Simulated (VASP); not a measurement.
CsPbBr₃ (cubic perovskite):

```
CsPbBr3
1.0
    5.87000     0.00000     0.00000
    0.00000     5.87000     0.00000
    0.00000     0.00000     5.87000
Cs Pb Br
1 1 3
Direct
  0.00000   0.00000   0.00000
  0.50000   0.50000   0.50000
  0.50000   0.00000   0.50000
  0.00000   0.50000   0.50000
  0.50000   0.50000   0.00000
```

The highest filled band near R, direction [100], from PBE with spin-orbit coupling in VASP (PAW); its two spin partners are averaged. The gap over the points computed is 0.45 eV, and the next band on that side lies 1.64 eV away at the edge.

Run with 400 eV cut-off, 4×4×4 Γ-centred mesh, Gaussian smearing of 0.050 eV, potentials Cs_sv Pb_d Br.

```tsv
distance from the edge in k (1/Å)	distance in energy (meV)
0.012	6.2
0.018	13.7
0.025	25.6
0.035	47.5
0.050	87.9
0.070	148.9
```

**Question.** Fit E(1 + αE) = ħ²k²/2m* (ħ²/2m0 = 3.810 eV Å²) and predict the row at 0.095 1/Å.

**Answer.** Least squares on the energies gives the hole mass m* = 0.085 m0 and α = 3.14 per eV, and so 232.8 meV. The run gave 227.4 meV, -5.4 meV from the fit.

Left out are points under 3 meV from the edge, since the levels carry 0.1 meV, and points farther than half the way to the next band.

The compound is CsPbBr3 in the cubic perovskite structure, the ideal cubic form; the compound distorts at low or room temperature. The cell was not relaxed at this level.
